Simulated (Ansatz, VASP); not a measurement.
**One calculation of ZnRe, two programs**

```xyz
2
Lattice="2.6623 0.0000 0.0000 -1.3311 2.3056 0.0000 0.0000 0.0000 4.7889" Properties=species:S:1:pos:R:3 pbc="T T T"
Zn    0.0000    0.0000    0.0000
Re    0.0000    1.5371    2.3944
```

Alike in both runs: task single point; functional PBEsol; k mesh 21 × 21 × 12; occupations gaussian, width 0.15 eV; no spin polarisation.

|  | VASP | Ansatz |
| --- | --- | --- |
| version | VASP 6.6.1 | Ansatz 0.2.0 |
| potentials or method | VASP PAW PBE potentials, release 64 (Zn, Re) | scalar-relativistic, plane waves, PAW |
| plane-wave cutoff (eV) | 520 | 420 |
| valence electrons in the cell | 19 | 27 |

```tsv
	VASP	Ansatz	Ansatz less VASP
gap on the k mesh at the Fermi level (eV)	none	none	-
pressure (GPa)	-4.4	-4.5	-0.06
largest component of the traceless stress (GPa)	16.77	17.05	+0.283
```

A gap of «none» marks a metal or a gap that the smearing closes. The two sets of potentials don't hold the same shells in valence.

Caveats: the PAW data sets were made with another functional, which shifts forces and pressure a little (VASP). Spin-orbit coupling is left out, which matters for the levels of Re.
